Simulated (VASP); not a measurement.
An input for Ansatz (written as the equivalent of a VASP run, and not itself run):

Ansatz 0.2 input:
```yaml
crystal:
  lattice:
    - [1.8615000, -3.2242130, 0.0000000]
    - [1.8615000, 3.2242130, 0.0000000]
    - [0.0000000, 0.0000000, 5.8446000]
  atoms:
    - { symbol: Y, position: [0.3333330, 0.6666670, 0.2500000] }
    - { symbol: Y, position: [0.6666670, 0.3333330, 0.7500000] }
kpoints:
  mp_grid: { grid: [10, 10, 6] }
hamiltonian:
  xc: pbe
  pseudopotentials: { kind: paw }
scf:
  occupations: { method: methfessel_paxton, width: 0.1 }
  max_iter: 100
output: { forces: true, stress: true, eigenvalues: true }
```

Q: Translate this input to VASP (INCAR, KPOINTS, POSCAR, choice of POTCAR).

A: Several could match; the one computed here: 
POSCAR:
```
Y
1
    1.8615000000    -3.2242130000     0.0000000000
    1.8615000000     3.2242130000     0.0000000000
    0.0000000000     0.0000000000     5.8446000000
Y
2
Direct
  0.3333330000   0.6666670000   0.2500000000
  0.6666670000   0.3333330000   0.7500000000
```

### INCAR
```
SYSTEM = Y
PREC = Accurate
ENCUT = 400
EDIFF = 1E-6
NELM = 100
ALGO = Normal
LREAL = .FALSE.
LASPH = .TRUE.
ISMEAR = 1
SIGMA = 0.1
GGA = PE
LMAXMIX = 4
LWAVE = .FALSE.
LCHARG = .FALSE.
ISIF = 2
```

**KPOINTS**
```
Automatic
0
gamma
 10 10 6
0 0 0
```

POTCAR, in this order: Y_sv (PBE.64 set). Program: vasp_std.

What does not carry over: each code has its own PAW files, so the cut-off isn't converted (ENCUT is set for VASP's; basis.ecutwfc is left out, and Ansatz then takes the one that its files recommend); Ansatz stops its SCF on the density residual and VASP on the energy change (EDIFF).

The compound is Y in the hcp structure. The cell was not relaxed at this level.
